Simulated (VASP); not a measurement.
Method: r2SCAN+rVV10, VASP's PBE PAW potentials (set 64) (plane waves; VASP).

A VASP calculation is set up with these files.

**INCAR**
```
SYSTEM  =  Co
PREC  =  Accurate; ENCUT  =  400; LREAL  =  .False.
LASPH  =  .True.
EDIFF  =  1E-7; NELM  =  100; ALGO  =  Normal
LMAXMIX  =  4; LMIXTAU  =  .True.
ISMEAR  =  -5
METAGGA  =  R2SCAN; LUSE_VDW  =  .True.; BPARAM  =  11.95
CPARAM  =  0.0093
MAGMOM  =  1.7 1.7
ISPIN  =  2
ISIF  =  2
LWAVE  =  .False.; LCHARG  =  .False.; LORBIT  =  11
NEDOS  =  601
```

KPOINTS_OPT:
```
k-points along high-symmetry lines
6
Line-mode
Reciprocal
  0.000000   0.000000   0.000000 ! GAMMA
  0.500000   0.000000   0.000000 ! M

  0.500000   0.000000   0.000000 ! M
  0.333333   0.333333   0.000000 ! K

  0.333333   0.333333   0.000000 ! K
  0.000000   0.000000   0.000000 ! GAMMA

  0.000000   0.000000   0.000000 ! GAMMA
  0.000000   0.000000   0.500000 ! A

  0.000000   0.000000   0.500000 ! A
  0.500000   0.000000   0.500000 ! L

  0.500000   0.000000   0.500000 ! L
  0.333333   0.333333   0.500000 ! H

  0.333333   0.333333   0.500000 ! H
  0.000000   0.000000   0.500000 ! A

  0.500000   0.000000   0.500000 ! L
  0.500000   0.000000   0.000000 ! M

  0.333333   0.333333   0.500000 ! H
  0.333333   0.333333   0.000000 ! K
```

File KPOINTS:
```
Automatic mesh
0
Gamma
19 19 10
0 0 0
```

POSCAR:
```
Co
1
    2.4556270894     0.0000000000     0.0000000000
   -1.2278135447     2.1266353978    -0.0000000000
    0.0000000000     0.0000000000     4.0037063887
Co
2
Direct
  0.3333330000   0.6666670000   0.2500000000
  0.6666670000   0.3333330000   0.7500000000
```

POTCAR, in this order: Co (PBE.64 set). Program: vasp_std.

The run wrote:

**OUTCAR**
```
 ion  position               nearest neighbor table
   1  0.333  0.667  0.250-   2 2.45   2 2.45   2 2.45   2 2.45   2 2.45   2 2.45
   2  0.667  0.333  0.750-   1 2.45   1 2.45   1 2.45   1 2.45   1 2.45   1 2.45
  LATTYP: Found a hexagonal cell.
 ALAT       =     2.4556270894
 C/A-ratio  =     1.6304211686
 Subroutine PRICEL returns:
 Original cell was already a primitive cell.
 Subroutine GETGRP returns: Found 24 space group operations
The static configuration has the point symmetry D_3d.
 The point group associated with its full space group is D_6h.
The dynamic configuration has the point symmetry D_3d.
The overall configuration has the point symmetry D_3d.
 Subroutine INISYM returns: Found 24 space group operations
 Subroutine IBZKPT returns following result:
 Found    240 irreducible k-points:

 Following reciprocal coordinates:
            Coordinates               Weight
  0.000000  0.000000  0.000000      1.000000
  0.052632  0.000000  0.000000      6.000000
  0.105263  0.000000  0.000000      6.000000
  0.157895  0.000000  0.000000      6.000000
  0.210526  0.000000  0.000000      6.000000
  0.263158  0.000000  0.000000      6.000000
  0.315789  0.000000  0.000000      6.000000
  0.368421  0.000000  0.000000      6.000000
  0.421053  0.000000  0.000000      6.000000
  0.473684  0.000000  0.000000      6.000000
  0.052632  0.052632  0.000000      6.000000
  0.105263  0.052632  0.000000     12.000000
  0.157895  0.052632  0.000000     12.000000
  0.210526  0.052632  0.000000     12.000000
  0.263158  0.052632  0.000000     12.000000
  0.315789  0.052632  0.000000     12.000000
  0.368421  0.052632  0.000000     12.000000
  0.421053  0.052632  0.000000     12.000000
  0.473684  0.052632  0.000000      6.000000
  0.105263  0.105263  0.000000      6.000000
  0.157895  0.105263  0.000000     12.000000
  0.210526  0.105263  0.000000     12.000000
  0.263158  0.105263  0.000000     12.000000
  0.315789  0.105263  0.000000     12.000000
  0.368421  0.105263  0.000000     12.000000
  0.421053  0.105263  0.000000     12.000000
  0.157895  0.157895  0.000000      6.000000
  0.210526  0.157895  0.000000     12.000000
  0.263158  0.157895  0.000000     12.000000
  0.315789  0.157895  0.000000     12.000000
  0.368421  0.157895  0.000000     12.000000
  0.421053  0.157895  0.000000      6.000000
  0.210526  0.210526  0.000000      6.000000
  0.263158  0.210526  0.000000     12.000000
  0.315789  0.210526  0.000000     12.000000
  0.368421  0.210526  0.000000     12.000000
  0.263158  0.263158  0.000000      6.000000
  0.315789  0.263158  0.000000     12.000000
  0.368421  0.263158  0.000000      6.000000
  0.315789  0.315789  0.000000      6.000000
   k-points           NKPTS =    240   k-points in BZ     NKDIM =    240   number of bands    NBANDS=     15
   number of dos      NEDOS =    601   number of ions     NIONS =      2
   total plane-waves  NPLWV =   7168
   dimension x,y,z NGX =    16 NGY =   16 NGZ =   28
   dimension x,y,z NGXF=    32 NGYF=   32 NGZF=   56
   ions per type =               2
   PREC   = accura    normal or accurate (medium, high low for compatibility)
   ISTART =      0    job   : 0-new  1-cont  2-samecut
   ICHARG =      2    charge: 1-file 2-atom 10-const
   ISPIN  =      2    spin polarized calculation?
   LNONCOLLINEAR =      F non collinear calculations
   LSORBIT =      F    spin-orbit coupling
   INIWAV =      1    electr: 0-lowe 1-rand  2-diag
   ENCUT  =  400.0 eV  29.40 Ry    5.42 a.u.   4.00  4.00  6.53*2*pi/ulx,y,z
   NELM   =    100;   NELMIN=  2; NELMDL= -5     # of ELM steps
   EDIFF  = 0.1E-06   stopping-criterion for ELM
...
```

### OSZICAR
```
       N       E                     dE             d eps       ncg     rms          rms(c)
DAV:   1     0.579966015452E+02    0.57997E+02   -0.72838E+03 14864   0.137E+03
DAV:   2    -0.290741884379E+02   -0.87071E+02   -0.80517E+02 14463   0.246E+02
DAV:   3    -0.311320890018E+02   -0.20579E+01   -0.20224E+01 17151   0.530E+01
DAV:   4    -0.311694815361E+02   -0.37393E-01   -0.37379E-01 21107   0.523E+00
DAV:   5    -0.311697045357E+02   -0.22300E-03   -0.22259E-03 17676   0.418E-01    0.183E+01
DAV:   6    -0.267880048773E+02    0.43817E+01   -0.23432E+01 16115   0.102E+02    0.101E+01
DAV:   7    -0.260230968335E+02    0.76491E+00   -0.27588E+00 17109   0.332E+01    0.541E+00
DAV:   8    -0.260441637652E+02   -0.21067E-01   -0.83564E-02 19729   0.270E+00    0.220E+00
DAV:   9    -0.260217690439E+02    0.22395E-01   -0.17985E-02 19263   0.212E+00    0.742E-01
DAV:  10    -0.260189850869E+02    0.27840E-02   -0.11834E-02 18896   0.195E+00    0.229E-01
DAV:  11    -0.260188933921E+02    0.91695E-04   -0.92612E-04 16676   0.512E-01    0.129E-01
DAV:  12    -0.260189659685E+02   -0.72576E-04   -0.29989E-05 20109   0.811E-02    0.704E-02
DAV:  13    -0.260189966887E+02   -0.30720E-04   -0.27346E-05 19043   0.734E-02    0.163E-02
DAV:  14    -0.260190022534E+02   -0.55647E-05   -0.44572E-06 15772   0.279E-02    0.789E-03
DAV:  15    -0.260190036232E+02   -0.13698E-05   -0.30370E-07 17704   0.996E-03    0.196E-03
DAV:  16    -0.260190038921E+02   -0.26884E-06   -0.11700E-07  9373   0.481E-03    0.147E-03
DAV:  17    -0.260190043560E+02   -0.46395E-06   -0.43551E-08  7781   0.281E-03    0.380E-04
DAV:  18    -0.260190040649E+02    0.29107E-06   -0.86699E-09  7655   0.118E-03    0.142E-04
DAV:  19    -0.260190041003E+02   -0.35382E-07   -0.16167E-09  7585   0.512E-04
   1 F= -.26019004E+02 E0= -.26019004E+02  d E =0.000000E+00  mag=     3.4429
       N       E                     dE             ncg
```

OUTCAR:
```
------------------------ aborting loop because EDIFF is reached ----------------------------------------
  FORCE on cell =-STRESS in cart. coord.  units (eV):
  Direction    XX          YY          ZZ          XY          YZ          ZX
  --------------------------------------------------------------------------------------
  Total        0.1921780      0.1921780     -0.0100774      0.0000000      0.0000000      0.0000000
  in kB       14.7264026     14.7264020     -0.7722220      0.0000000      0.0000000      0.0000000
  external PRESSURE =       9.5601942 kB  Pullay stress =       0.0000000 kB
  volume of cell :       20.91
      direct lattice vectors                 reciprocal lattice vectors
     2.455627089  0.000000000  0.000000000     0.407227956  0.235113175  0.000000000
    -1.227813545  2.126635398  0.000000000     0.000000000  0.470226350  0.000000000
     0.000000000  0.000000000  4.003706389     0.000000000  0.000000000  0.249768565
 POSITION                                       TOTAL-FORCE (eV/Angst)
 -----------------------------------------------------------------------------------
     -0.00000      1.41776      1.00093        -0.000000     -0.000000      0.000000
      1.22781      0.70888      3.00278         0.000000      0.000000      0.000000
 -----------------------------------------------------------------------------------
    total drift:                               -0.000018      0.000010     -0.000039
  FREE ENERGIE OF THE ION-ELECTRON SYSTEM (eV)
  ---------------------------------------------------
  free  energy   TOTEN  =       -26.0190041003 eV

  energy  without entropy=      -26.0190041003  energy(sigma->0) =      -26.01900410

 total charge

# of ion       s       p       d       tot
------------------------------------------
    1        0.527   0.595   7.246   8.368
    2        0.527   0.595   7.246   8.368
--------------------------------------------------
tot          1.054   1.190  14.492  16.735

 magnetization (x)

# of ion       s       p       d       tot
------------------------------------------
    1       -0.013  -0.088   1.880   1.778
    2       -0.013  -0.088   1.880   1.778
--------------------------------------------------
tot         -0.027  -0.177   3.760   3.557
```
(Selected blocks of OUTCAR.)

File OUTCAR:
```
 val. band max:       10.8805245540   @ k =   0.4737   0.0526   0.3000

 cond. band min:      10.6391676698   @ k =   0.3158   0.0526   0.5000


 Fermi energy:        10.8552095757

 spin component 1

 k-point     1 :       0.0000    0.0000    0.0000
  band No.  band energies     occupation
      1       1.2594      1.00000
      2       4.9045      1.00000
      3       7.3958      1.00000
      4       7.4589      1.00000
      5       7.4592      1.00000
      6       7.7728      1.00000
      7       7.7731      1.00000
      8       8.1441      1.00000
      9       8.1442      1.00000
     10       9.2677      1.00000
     11       9.2678      1.00000
     12      10.4849      1.09134
     13      17.2331      0.00000
     14      33.9593      0.00000
     15      36.9611      0.00000

 k-point     2 :       0.0526    0.0000    0.0000
  band No.  band energies     occupation
      1       1.3636      1.00000
      2       4.9663      1.00000
      3       7.2923      1.00000
      4       7.5072      1.00000
      5       7.5506      1.00000
      6       7.7497      1.00000
      7       7.8161      1.00000
      8       8.0940      1.00000
      9       8.1140      1.00000
     10       8.8788      1.00000
     11       9.2804      1.00000
     12      10.9934      0.25855
     13      17.2525      0.00000
     14      33.2118      0.00000
     15      35.1964      0.00000

 k-point     3 :       0.1053    0.0000    0.0000
  band No.  band energies     occupation
      1       1.6718      1.00000
      2       5.1392      1.00000
      3       7.1360      1.00000
      4       7.6351      1.00000
      5       7.6492      1.00000
      6       7.7341      1.00000
      7       7.8643      1.00000
      8       7.9421      1.00000
      9       8.0309      1.00000
     10       8.3851      1.00000
     11       9.3130      1.00000
     12      11.9271     -0.01559
     13      17.3145      0.00000
...
```

For a metal the tetrahedron method with Blöchl corrections gives inexact stress and forces.

The structure comes from a measured Co entry (P6_3/mmc) of the Crystallography Open Database, whose conditions weren't checked. It was relaxed first, which changed the volume by -6 %.
